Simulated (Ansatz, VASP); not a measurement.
# One calculation of InGe2O2, two programs

```
In Ge O
1.0
     3.62290    0.00000    0.00000
    -1.81145    3.13753    0.00000
     0.00000    0.00000    8.46752
In Ge O
1 2 2
Cartesian
  0.0000 0.0000 0.0000
  1.8115 1.0458 2.9558
  0.0000 2.0917 5.5118
  1.8115 1.0458 4.9368
  0.0000 2.0917 3.5307
```

Change from the starting cell: species swapped into the NdAl2Ge2 type (P-3m1, No. 164).

Alike in both runs: functional PBE; k mesh 6 × 6 × 4; occupations gaussian, width 0.1 eV; no spin polarisation.

Ansatz relaxed the structure, and its values are those at the end. VASP's run is a single point on that final structure, the one shown.

|  | VASP | Ansatz |
| --- | --- | --- |
| version | VASP 6.6.1 | Ansatz 0.2.0 |
| potentials or method | VASP PAW PBE potentials, release 64 (In_d, Ge_d, O) | scalar-relativistic, plane waves, PAW |
| plane-wave cutoff (eV) | 520 | 420 |
| valence electrons in the cell | 53 | 53 |

VASP gave:

```
gap on the k mesh at the Fermi level (eV) : none
pressure (GPa)                            : 0.2
rms of the force components (eV/Å)        : 0.021
```

**Question.** What did Ansatz give for the same quantities?

**Answer.** gap on the k mesh at the Fermi level (eV): none; pressure (GPa): 0.0; rms of the force components (eV/Å): 0.005.

A gap of «none» marks a metal or a gap that the smearing closes. With one functional, cell and mesh, what is left measures potentials, basis and numerics.

Caveats: an odd number of electrons without spin polarisation forces a metal; a magnetic or distorted state may lie lower.
